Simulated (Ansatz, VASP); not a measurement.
## Ge (Germanium): VASP beside Ansatz

Aim: how closely do two programs agree when they are given the same cell, functional and k mesh? The cell is taken from a series of runs on this material, whose earlier steps may have relaxed, scaled, displaced or heated it; both programs get it as it stands.

Program: Ansatz 0.2.0. Level of theory: plane waves, with VASP 6.6.1 beside it; zone-centre phonons at LDA. Results are calculated unless marked as measured.

This is not the structure that Ge takes at ambient pressure and room temperature (diamond type); it is a model or a phase of other conditions.

### Step 1. Set-up

Symmetry: I4_1/amd, No. 141, tetragonal system. Conventional cell: a = 4.134 Å, b = 4.134 Å, c = 5.443 Å, α = 90.00°, β = 90.00°, γ = 90.00°. Nearest to Ge lie 4 Ge at 2.47 Å.

Coordinates:

```xyz
2
Lattice="0.0000 2.9231 2.7217 2.9231 0.0000 2.7217 2.9231 2.9231 0.0000" Properties=species:S:1:pos:R:3 pbc="T T T"
Ge    2.9231    2.9231    2.7217
Ge    4.3847    4.3847    4.0825
```

### Step 2. VASP: zone-centre phonons, LDA

Second derivatives magnify differences that forces hide, and they need a tight electronic threshold.

Lines of VASP's logs that name or quote its potential files are left out, and so is its time.

INCAR

```
SYSTEM = Ge
PREC = Accurate
ENCUT = 500
EDIFF = 1E-08
NELM = 120
ISMEAR = 1
SIGMA = 0.2
LREAL = .FALSE.
ALGO = Normal
GGA = PW92
NBANDS = 20
LORBIT = 11
LWAVE = .FALSE.
LCHARG = .FALSE.
ISIF = 2
IBRION = 8
LASPH = .TRUE.
GGA_COMPAT = .FALSE.
KPAR = 2
```

POSCAR

```
Ge
1.0
    0.0000000000      2.9231397968      2.7216665518
    2.9231397968      0.0000000000      2.7216665518
    2.9231397968      2.9231397968      0.0000000000
Ge
2
Direct
    0.5000000000      0.5000000000      0.5000000000
    0.7500000000      0.7500000000      0.7500000000
```

KPOINTS

```
Automatic mesh
0
Gamma
16 16 16
0 0 0
```

PAW data sets: Ge_d (LDA family, release 64).

Launch:

```bash
$ mpirun -np 2 vasp_std
```

Numbers of over 12 decimals in the logs are rounded to 6 here.

Output:

```text
[banner, memory and clock lines left out]
running    2 mpi-ranks, on    1 nodes
 distrk:  each k-point on    1 cores,    2 groups
 distr:  one band on    1 cores,    1 groups

 POSCAR found type information on POSCAR Ge
 POSCAR found :  1 types and       2 ions
|                                                                             |
|               ----> ADVICE to this user running VASP <----                  |
|                                                                             |
|     You enforced a specific xc type in the INCAR file but a different       |
|     [... a line on the potential file left out ...]
|     I HOPE YOU KNOW WHAT YOU ARE DOING!                                     |
|                                                                             |

 LDA part: xc-table for (Slater(with rela. corr.)+PW92), standard interpolation
 POSCAR, INCAR and KPOINTS ok, starting setup
 FFT: planning ... GRIDC
 FFT: planning ... GRID_SOFT
 FFT: planning ... GRID
 WAVECAR not read
 entering main loop
       N       E                     dE             d eps       ncg     rms          rms(c)
DAV:   1     0.183751176896E+03    0.18375E+03   -0.14765E+04 14920   0.365E+03
DAV:   2     0.152297721518E+02   -0.16852E+03   -0.16415E+03 13972   0.583E+02
DAV:   3    -0.967755999768E+01   -0.24907E+02   -0.24729E+02 15892   0.144E+02
DAV:   4    -0.104826289562E+02   -0.80507E+00   -0.80447E+00 15596   0.304E+01
DAV:   5    -0.104959442757E+02   -0.13315E-01   -0.13315E-01 15752   0.426E+00    0.313E+00
DAV:   6    -0.103889257140E+02    0.10702E+00   -0.35300E-02 15516   0.174E+00    0.179E+00
DAV:   7    -0.103346896558E+02    0.54236E-01   -0.71150E-02 14576   0.208E+00    0.134E-01
DAV:   8    -0.103353298437E+02   -0.64019E-03   -0.54596E-03 15824   0.928E-01    0.480E-02
DAV:   9    -0.103353730226E+02   -0.43179E-04   -0.86753E-05 15988   0.984E-02    0.126E-02
DAV:  10    -0.103353697851E+02    0.32375E-05   -0.10150E-05 18860   0.475E-02    0.411E-03
DAV:  11    -0.103353697362E+02    0.48917E-07   -0.90297E-07 14892   0.824E-03    0.180E-03
DAV:  12    -0.103353697414E+02   -0.51377E-08   -0.56442E-08 15036   0.276E-03
   1 F= -.10335370E+02 E0= -.10335428E+02  d E =0.175423E-03
 Linear response reoptimize wavefunctions to high precision
DAV:   1    -0.103353697413E+02    0.54570E-10   -0.47986E-09 13796   0.720E-04
DAV:   2    -0.103353697413E+02   -0.42746E-10   -0.34820E-10  8720   0.209E-04
 Linear response DOF=           2
 Linear response progress:
  Degree of freedom:   1/  2
       N       E                     dE             d eps       ncg     rms          rms(c)
RMM:   1    -0.188626024608E+00   -0.18863E+00    0.81834E+00 54212   0.440E+01
RMM:   2    -0.196017633108E+00   -0.73916E-02   -0.12562E-02 70569   0.105E+00    0.732E-02
RMM:   3    -0.196079927575E+00   -0.62294E-04   -0.97485E-04 75408   0.325E-01    0.419E-02
RMM:   4    -0.196025184847E+00    0.54743E-04   -0.64725E-05 79755   0.810E-02    0.442E-03
RMM:   5    -0.196029308689E+00   -0.41238E-05   -0.49344E-06 77862   0.198E-02    0.223E-03
RMM:   6    -0.196038660376E+00   -0.93517E-05   -0.47757E-07 78365   0.524E-03    0.285E-04
RMM:   7    -0.196037883152E+00    0.77722E-06   -0.25985E-07 81301   0.184E-03    0.183E-04
RMM:   8    -0.196037234775E+00    0.64838E-06   -0.17703E-07 81644   0.663E-04    0.403E-05
RMM:   9    -0.196037125597E+00    0.10918E-06   -0.91131E-08 82353   0.293E-04    0.180E-05
RMM:  10    -0.196037278456E+00   -0.15286E-06   -0.51058E-08 82422   0.140E-04    0.541E-06
RMM:  11    -0.196037294077E+00   -0.15621E-07   -0.33289E-08 85093   0.789E-05    0.296E-06
RMM:  12    -0.196037314527E+00   -0.20451E-07   -0.17491E-08 91357   0.515E-05    0.135E-06
RMM:  13    -0.196037323741E+00   -0.92136E-08   -0.21796E-09 90879   0.390E-05    0.331E-07
 first order change of Fermi-energy   0.17238E-04
 force on displaced ion       1 direction 1 :  -9.771  -0.000   0.000
 Linear response progress:
  Degree of freedom:   2/  2
       N       E                     dE             d eps       ncg     rms          rms(c)
RMM:   1    -0.187990419085E+00   -0.18799E+00    0.85597E+00 30514   0.449E+01
RMM:   2    -0.195440738499E+00   -0.74503E-02   -0.13076E-02 40481   0.105E+00    0.677E-02
RMM:   3    -0.195459028713E+00   -0.18290E-04   -0.87206E-04 42335   0.306E-01    0.388E-02
RMM:   4    -0.195382608105E+00    0.76421E-04   -0.63726E-05 45391   0.810E-02    0.493E-03
RMM:   5    -0.195387821428E+00   -0.52133E-05   -0.38318E-06 44028   0.187E-02    0.216E-03
RMM:   6    -0.195397325142E+00   -0.95037E-05   -0.24564E-07 44769   0.521E-03    0.362E-04
RMM:   7    -0.195397063961E+00    0.26118E-06    0.14382E-07 45815   0.169E-03    0.213E-04
RMM:   8    -0.195396914322E+00    0.14964E-06    0.38176E-08 46463   0.599E-04    0.409E-05
RMM:   9    -0.195396746594E+00    0.16773E-06    0.25264E-08 45738   0.269E-04    0.146E-05
RMM:  10    -0.195396825122E+00   -0.78528E-07    0.13514E-08 46820   0.129E-04    0.531E-06
RMM:  11    -0.195396851389E+00   -0.26267E-07   -0.10725E-08 47667   0.739E-05    0.200E-06
RMM:  12    -0.195396865788E+00   -0.14398E-07   -0.11366E-08 52350   0.500E-05    0.146E-06
RMM:  13    -0.195396876934E+00   -0.11146E-07   -0.25773E-09 51561   0.392E-05    0.489E-07
RMM:  14    -0.195396880510E+00   -0.35761E-08   -0.14692E-09 49031   0.337E-05    0.682E-08
 first order change of Fermi-energy   0.35165E-03
 force on displaced ion       1 direction 3 :  -0.000  -0.000  -9.988
 Linear response finished
```

OUTCAR, selected parts (step 2):

```text
ion  position               nearest neighbor table
   1  0.500  0.500  0.500-   2 2.47   2 2.47   2 2.47   2 2.47
   2  0.750  0.750  0.750-   1 2.47   1 2.47   1 2.47   1 2.47

  LATTYP: Found a body centered tetragonal cell.
 ALAT       =     4.1339439453
 C/A-ratio  =     1.3167409079

 Subroutine GETGRP returns: Found 16 space group operations
 (whereof  8 operations were pure point group operations)

The static configuration has the point symmetry D_2d.
 The point group associated with its full space group is D_4h.

 Found    349 irreducible k-points:

   k-points           NKPTS =    349   k-points in BZ     NKDIM =    349   number of bands    NBANDS=     20

   dimension x,y,z NGX =    30 NGY =   30 NGZ =   30
   dimension x,y,z NGXF=    60 NGYF=   60 NGZF=   60

   ENCUT  =  500.0 eV  36.75 Ry    6.06 a.u.   7.28  7.28  7.54*2*pi/ulx,y,z

   NELECT =      28.0000    total number of electrons

 k-points in reciprocal lattice and weights: Automatic mesh
   0.00000000  0.00000000  0.00000000       0.000
   0.06250000  0.00000000  0.00000000       0.002
   0.12500000  0.00000000  0.00000000       0.002
   0.18750000  0.00000000  0.00000000       0.002
   0.25000000  0.00000000  0.00000000       0.002
   0.31250000  0.00000000  0.00000000       0.002
   0.37500000  0.00000000  0.00000000       0.002
   0.43750000  0.00000000  0.00000000       0.002
   0.50000000  0.00000000  0.00000000       0.001
[...]
-0.31250000  0.18750000  0.50000000       0.001
  -0.25000000  0.25000000  0.50000000       0.000

 average (electrostatic) potential at core
       1 -75.6530       2 -75.6530

  Total       -1.2892956     -1.2892956     -0.0005706      0.0000000     -0.0000000     -0.0000000
  in kB      -44.4118623    -44.4118623     -0.0196567      0.0000000     -0.0000000     -0.0000000
  external PRESSURE =     -29.6144604 kB  Pullay stress =       0.0000000 kB

  energy-cutoff  :      500.00
  volume of cell :       46.51
      direct lattice vectors                 reciprocal lattice vectors
     0.000000000  2.923139797  2.721666552    -0.171048952  0.171048952  0.183710969
     2.923139797  0.000000000  2.721666552     0.171048952 -0.171048952  0.183710969
     2.923139797  2.923139797  0.000000000     0.171048952  0.171048952 -0.183710969

 POSITION                                       TOTAL-FORCE (eV/Angst)
 -----------------------------------------------------------------------------------
      2.92314      2.92314      2.72167        -0.000000     -0.000000     -0.000000
      4.38471      4.38471      4.08250         0.000000      0.000000      0.000000
 -----------------------------------------------------------------------------------
    total drift:                                0.000000     -0.000000     -0.000000

 Eigenvectors and eigenvalues of the dynamical matrix
 ----------------------------------------------------

   1 f  =    8.199922 THz    51.521629 2PiTHz  273.519953 cm-1    33.912137 meV
             X         Y         Z           dx          dy          dz
      2.923140  2.923140  2.721667     0.000000    0.000000    0.707107
      4.384710  4.384710  4.082500    -0.000000   -0.000000   -0.707107

   2 f  =    8.110406 THz    50.959184 2PiTHz  270.534027 cm-1    33.541929 meV
             X         Y         Z           dx          dy          dz
      2.923140  2.923140  2.721667     0.000000    0.707107   -0.000000
      4.384710  4.384710  4.082500    -0.000000   -0.707107    0.000000

   3 f  =    8.110406 THz    50.959184 2PiTHz  270.534027 cm-1    33.541929 meV
             X         Y         Z           dx          dy          dz
      2.923140  2.923140  2.721667    -0.707107   -0.000000    0.000000
      4.384710  4.384710  4.082500     0.707107   -0.000000    0.000000

   4 f  =    0.000000 THz     0.000001 2PiTHz    0.000003 cm-1     0.000000 meV
             X         Y         Z           dx          dy          dz
      2.923140  2.923140  2.721667     0.677826   -0.196417    0.044410
      4.384710  4.384710  4.082500     0.677826   -0.196417    0.044410

   5 f/i=    0.000000 THz     0.000000 2PiTHz    0.000002 cm-1     0.000000 meV
             X         Y         Z           dx          dy          dz
      2.923140  2.923140  2.721667    -0.157673   -0.420655    0.546067
      4.384710  4.384710  4.082500    -0.157673   -0.420655    0.546067

   6 f/i=    0.000000 THz     0.000001 2PiTHz    0.000003 cm-1     0.000000 meV
             X         Y         Z           dx          dy          dz
      2.923140  2.923140  2.721667    -0.125264   -0.533357   -0.447034
      4.384710  4.384710  4.082500    -0.125264   -0.533357   -0.447034

 ELASTIC MODULI CONTR FROM IONIC RELAXATION (kBar)
 Direction    XX          YY          ZZ          XY          YZ          ZX
 --------------------------------------------------------------------------------
 XX           0.0000      0.0000      0.0000      0.0000      0.0000      0.0000
 YY           0.0000      0.0000      0.0000      0.0000      0.0000      0.0000
 ZZ           0.0000      0.0000      0.0000      0.0000      0.0000      0.0000
 XY           0.0000      0.0000      0.0000   -178.3505     -0.0000     -0.0000
 YZ           0.0000      0.0000      0.0000     -0.0000   -165.5570      0.0000
 ZX           0.0000      0.0000      0.0000     -0.0000      0.0000   -139.7173
 --------------------------------------------------------------------------------
```

### Step 3. Ansatz: zone-centre phonons, LDA

Ansatz runs on its PAW soft_1 files.

The same cell, functional (in two slightly different forms), mesh and smearing now go to Ansatz, which takes its cutoff from its data sets.

input.yaml

```yaml
crystal:
  lattice:
    - [0.0, 2.9231397968, 2.7216665518]
    - [2.9231397968, 0.0, 2.7216665518]
    - [2.9231397968, 2.9231397968, 0.0]
  atoms:
    - { symbol: Ge, position: [0.5, 0.5, 0.5] }
    - { symbol: Ge, position: [0.75, 0.75, 0.75] }
kpoints:
  mp_grid: { grid: [16, 16, 16] }
hamiltonian:
  xc: lda
  pseudopotentials: { kind: paw, azcp: { folder: soft_1 }, xc_functional: pbe }
scf:
  occupations: { method: methfessel_paxton, width: 0.2 }
output:
  eigenvalues: true
phonons:
  method: dfpt
```

Launch:

```bash
$ ansatz run input.yaml --threads 4 --pin off --max-ram 10240MiB --backend cpu --events-out ev --progress --plain --runs-dir out
```

Output:

```text
zone centre: on kpoints.mp_grid the ground state, and the responses unless they are solved on pairs of k-points, stand on 621 of the mesh's 4096 k-points, reduced under 4 symmetry operations, with k and −k counted as one. Each operation leaves every solved displacement unchanged or reverses it
Engine: ansatz 0.2.0, aarch64-unknown-linux-gnu
Pseudopotentials: kind: paw
Pseudopotential: Ge, paw, valence charge 14, recommended cutoff 420 eV (normal), soft_1/Ge.paw.azcp
Functional definition: SPW92
  exchange = slater_x
  correlation = pw_c
Crystal: 2 atoms, lattice volume = 46.512 Å³
Basis set: ecut = 420 eV, 925 PW (Γ), exchange–correlation on 64×64×64 points (8 copies of the dense FFT grid, shifted against one another)
Bands: 18, of which v1, the nominal top of the filled ones, is band 14 counted from 1 (13 counted from 0)
Symmetry: 16 space group operations
k-points: 621 of 4096 (irreducible under 4 space group operations, time reversal used)
Non-local potential: Ge, projectors of the file, l = 0: 2, l = 1: 2, l = 2: 3, l = 3: 1
PAW form: soft (Blöchl's): semilocal exchange-correlation on the pseudo side does not see the compensation charge
PAW frozen core: Ge, regenerated for the run's functional, and the local potential with it (the file was generated under x = pbe(κ = 0.804, μ = 0.219515), c = pbe(β = 0.066725))
PAW one-centre angular grid: Ge, 590 points (default); XC on 64 Gauss nodes
Initial density: superposition of atomic densities (chi_scale 0.1, normalization cell)
Initial wavefunctions: pseudopotential atomic-orbital guess
Functional: x = slater, c = lda
SCF iter   1: F=—  HF=-8431.525770 eV  |F-HF|=—  |Δ(HF+E_count)|=         —  Δρ=3.30e-2  dr2=4.66e-1  ethr=3.10e-3  ⟨swp⟩=5.1  Hψ=50072  notcnv=0
preconditioner: auto → Kerker (q_TF=auto, 2.507 Å⁻¹)  [metal: Δε(μ)=0.027 eV  Ē_g=23.267 eV  σ=0.200 eV  W_gap=0.11  n_scr=14 (ndim 8)  ℏωp=28.8 eV  f_vac=0.000  D(μ)=0.07/eV (n_scr^D=0)]
SCF iter   2: F=—  HF=-8431.468707 eV  |F-HF|=—  |Δ(HF+E_count)|=   5.71e-2  S|Δr|=    0.00e0  Δρ=2.16e-2  dr2=2.33e-1  ethr=1.66e-3  ⟨swp⟩=1.0  Hψ=16146  notcnv=0
SCF iter   3: F=—  HF=-8431.404375 eV  |F-HF|=—  |Δ(HF+E_count)|=   6.43e-2  S|Δr|=    0.00e0  Δρ=3.66e-3  dr2=1.12e-2  ethr=8.32e-4  ⟨swp⟩=2.0  Hψ=15261  notcnv=0
SCF iter   4: F=—  HF=-8431.402484 eV  |F-HF|=—  |Δ(HF+E_count)|=   1.89e-3  S|Δr|=    0.00e0  Δρ=2.39e-3  dr2=3.75e-3  ethr=4.00e-5  ⟨swp⟩=2.0  Hψ=17463  notcnv=0
SCF iter   5: F=—  HF=-8431.402348 eV  |F-HF|=—  |Δ(HF+E_count)|=   1.35e-4  S|Δr|=    0.00e0  Δρ=6.19e-4  dr2=1.22e-4  ethr=1.34e-5  ⟨swp⟩=2.0  Hψ=19875  notcnv=0
SCF iter   6: F=—  HF=-8431.402321 eV  |F-HF|=—  |Δ(HF+E_count)|=   2.75e-5  S|Δr|=    0.00e0  Δρ=1.06e-4  dr2=3.16e-6  ethr=4.34e-7  ⟨swp⟩=2.0  Hψ=19674  notcnv=0
SCF iter   7: F=—  HF=-8431.402326 eV  |F-HF|=—  |Δ(HF+E_count)|=   4.87e-6  S|Δr|=    0.00e0  Δρ=2.62e-5  dr2=2.23e-7  ethr=1.13e-8  ⟨swp⟩=2.0  Hψ=19690  notcnv=0
SCF iter   8: F=—  HF=-8431.402325 eV  |F-HF|=—  |Δ(HF+E_count)|=   2.15e-7  S|Δr|=    0.00e0  Δρ=4.77e-6  dr2=8.36e-9  ethr=7.96e-10  ⟨swp⟩=2.0  Hψ=19699  notcnv=0
SCF iter   9: F=—  HF=-8431.402325 eV  |F-HF|=—  |Δ(HF+E_count)|=   1.45e-8  S|Δr|=    0.00e0  Δρ=8.83e-7  dr2=3.04e-10  ethr=2.99e-11  ⟨swp⟩=2.5  Hψ=16892  notcnv=0
SCF iter  10: F=-8431.402325 eV  HF=-8431.402325 eV  |F-HF|=5.46e-12  |Δ(HF+E_count)|=  5.48e-10  S|Δr|=    0.00e0  Δρ=1.05e-7  dr2=3.76e-12  ethr=1.00e-12  ⟨swp⟩=4.0  Hψ=53018  notcnv=0
SCF 1 converged in 10 iterations: F = -8431.402325 eV  dr2 = 3.76e-12
  greatest PAW one-centre occupation: 0.998 electrons in one spin orbital (limit 2), on the Ge atom at site 1 (counted from 0), in its partial waves of l = 2
DFPT response loops at Γ: preconditioner auto → Kerker (q_TF=auto, 2.507 Å⁻¹) (partly filled bands, converged f_vac=0.065); β = 1.00, the filter's whole step (`scf.mixing.beta` (0.50) is not read by the response loops under this deck's `scf.mixing.preconditioner`; to damp them name `kerker` or `kerker_dos`, under which they read `scf.mixing.beta`, and type it under 1.00, their step now; both keys bind the ground state too); Broyden in place of MSR1
SCF converged after 10 iterations
Stability not checked: this state was not tested for a lower state beside it, because cold or Methfessel-Paxton smearing, or corrected tetrahedra, fill the levels in a way that the test cannot read (fill_not_monotonic; see scf.lower_state_search)
Free energy (F): -8431.402325 eV
Harris-Foulkes:  -8431.402325 eV  (|F-HF|=5.46e-12)
Internal energy: -8431.402512 eV  (E = F + TS)
E sigma→0 (E₀):  -8431.402372 eV
Entropy (-TS):   0.000187 eV (0.093 meV/atom)
Fermi energy:    7.873060 eV
Step filling:    the computed levels leave a gap of 0.0326 eV = 0.2 smearing widths at the electron count; against every level under it full and every level over it empty, smearing changes F+E_penalty+E_count by -9.26e-3 meV and its σ→0 estimate by -0.056 meV
--- Per-component energies (eV) ---
  E_band       = -319.730472
  E_kinetic    = 185.833540
  E_local      = -4545.803444  (includes V_loc(G=0)·N_el)
  E_nonlocal   = 441.275348
  E_hartree    = 2159.688271
  E_xc         = -142.578185
  E_vxc        = -130.911726  (∫ρ·V_xc dr)
  E_paw        = -3868.405192  (= ΣΔE_a)
  E_vpaw       = -589.500763  (= ΣTr[D̂ρ^β])
  E_aug_tail   = 0.000022  (compensation charges beyond the density's cutoff)
  E_ewald      = -2665.229524
  E_core_change = 3.816653  (= ΣΔE_core)
  E_smearing   = 0.000187  (= −TS)
  E_closure    = 0.000000  (closes the sum)
  Σ components = -8431.402325   (vs F -8431.402325, Δ=0.00e0)
--- Band table (eV; the first three rows and the last of 621) ---
  k-point 0: bands = [... 10 lower, -4.7240, 7.4125, 7.7147, 7.7147, 8.2138, 10.1888, 10.5370, 10.5370]
  k-point 1: bands = [... 10 lower, -4.6774, 6.5291, 7.6162, 7.9278, 8.4937, 10.2982, 10.6555, 10.7257]
  k-point 2: bands = [... 10 lower, -4.5387, 5.3864, 7.3743, 7.7421, 8.6725, 10.6420, 10.9364, 11.3252]
  k-point 620: bands = [... 10 lower, -0.7385, -0.7385, 4.5948, 4.5948, 8.2317, 8.2317, 17.0874, 17.0874]
--- Phonons (Γ-DFPT): 2 representative perturbations + reference, on 621 of 4096 k-points (Σ response iterations 6) ---
  k mesh reduced under 4 symmetry operations, with k and −k counted as one. Each operation leaves every solved displacement unchanged or reverses it
  ASR residual: 2.160e-5 → 0.000e0 eV/Å²; symmetrization residual: 1.596e-12 eV/Å²
  ASR residual per site (eV/Å²): 2.16e-5 2.16e-5
  Γ frequencies (cm⁻¹): 0.00 0.00 0.00 269.00 269.00 272.72
  non-analytic LO–TO correction: not included (Born effective charges unavailable; polar crystals: no LO–TO splitting at Γ)
```

In the SCF lines HF is the Harris–Foulkes energy and dr2 the Hartree energy of the density residual, in eV; the loop may stop once dr2 is under the threshold and the program's other checks hold. Hψ counts applications of the Hamiltonian.

### Step 4. Comparison

Known differences besides the potentials themselves: the cutoff is 420 eV in Ansatz and 500 eV in VASP; VASP's log shows a relativistic correction to its local exchange, Ansatz's none. Total energies have different zeros and are not compared.

Both answers:

| quantity | Ansatz | VASP | difference |
| --- | --- | --- | --- |
| optical mode 1 to 2 (cm⁻¹) | 269.0 | 270.5 | -0.57 % |
| optical mode 3 (cm⁻¹) | 272.7 | 273.5 | -0.29 % |

Modes are paired by rising frequency, not by their patterns, so a pair may set unlike modes beside each other; they are those without the splitting of longitudinal modes.

### Step 5. What came out

```json
{"r.m.s. difference of the optical zone-centre modes, each program's sorted by frequency (zone-centre phonons, LDA)": "1.3 cm⁻¹", "difference in optical mode 1 to 2 (zone-centre phonons, LDA)": "-0.6 %"}
```

What this shows: The r.m.s. difference of the optical zone-centre modes, each program's sorted by frequency is 1.3 cm⁻¹ (zone-centre phonons, LDA). Among the rows given in per cent, the largest difference of the zone-centre phonons, LDA pair is in optical mode 1 to 2, -0.6 %. Such differences can come from data sets, numerical settings and the points named under the comparisons, not from the functional's error against experiment.

[Lines on the potential files, build, host, timing and source positions are cut from VASP's logs without a mark.]

[Logs are printed without paths, hosts, clocks, repeated set-up lines and the standing remarks that a program may print on its own settings, such as how far it seeks lower states.]

[Hosts, paths, dates, database ids (printed as entryN), source tags and the programs' standing remarks are cut or masked in the printed files.]
